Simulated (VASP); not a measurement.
Here is a VASP 6.6.1 calculation.

Contents of INCAR:

```
SYSTEM = SiBF7
  PREC = Accurate
  ENCUT = 520
  EDIFF = 1E-6
  ISMEAR = -1
  SIGMA = 0.002
  LREAL = Auto
  LASPH = .True.
  NELM = 100
  ALGO = Normal
  ISIF = 2
  LWAVE = .False.
  LCHARG = .True.
  GGA = PE
  LELF = .True.
  LVHAR = .True.
  NBANDS = 103
```

The input KPOINTS:

```
Automatic mesh
0
Gamma
  1 1 1
  0 0 0
```

File POSCAR:

```
SiBF7
1.0
    8.0824800000      0.0000000000      0.0000000000
    0.0000000000      8.0824800000      0.0000000000
    0.0000000000      0.0000000000      8.0824800000
B F Si
3 21 3
Direct
    0.6267259554      1.0680014055      0.5886312122
    0.7122071443      0.5587517693      0.5692683434
    0.1922182300      0.7242455286      0.2888717324
    0.5853525156      0.9911438073      0.7337104453
    0.7060827865      0.9885208500      0.4659708406
    0.5644554642      1.2255891756      0.5579970504
    0.6729865091      0.6375270956      0.4271090061
    0.8452974830      0.4799022082      0.5704066079
    0.6059402560      0.5689714048      0.6874746365
    0.2126575012      0.5841400164      0.3657417030
    0.0511847849      0.7484336491      0.2193633637
    0.2993016995      0.8542180123      0.3134186537
    0.5326706654      0.4057541745      0.2205387455
    0.3150518158      0.1935173363      0.1316056458
    0.4703383120      0.3490636537     -0.1131459651
    0.6136235413      0.1340306441      0.0784783878
    0.2069909236      0.8789134028      0.8531292376
    0.0055552256      1.0817595589      0.7492131128
    0.2772045214      1.0996995972      0.5940998307
    0.0956513347      0.8354242757      0.5841523889
    1.0629410775      0.5202239907     -0.0292484485
    0.7722258515      0.6313779929      0.0448253506
    0.7902524968      0.3630568835     -0.0734799220
    0.9195939860      0.4013372133      0.2438731676
    0.4849130465      0.2779839851      0.0704981639
    0.1604952935      0.9839801645      0.7000574081
    0.8878463046      0.4733943047      0.0541789154
```

Potentials or basis: VASP PAW PBE potentials, release 64 (B, F, Si).

Command:

```console
$ cat potpaw_PBE.64/B/POTCAR potpaw_PBE.64/F/POTCAR potpaw_PBE.64/Si/POTCAR > POTCAR
$ mpirun -np 1 vasp_gam > vasp.out
```

(1) Estimate the band gap on the k mesh.

(2) What does it give for the largest force?

(3) Estimate the pressure.

Results:

(1) 6.64 eV, direct.

(2) 4.187 eV/Å.

(3) 0.5 GPa.
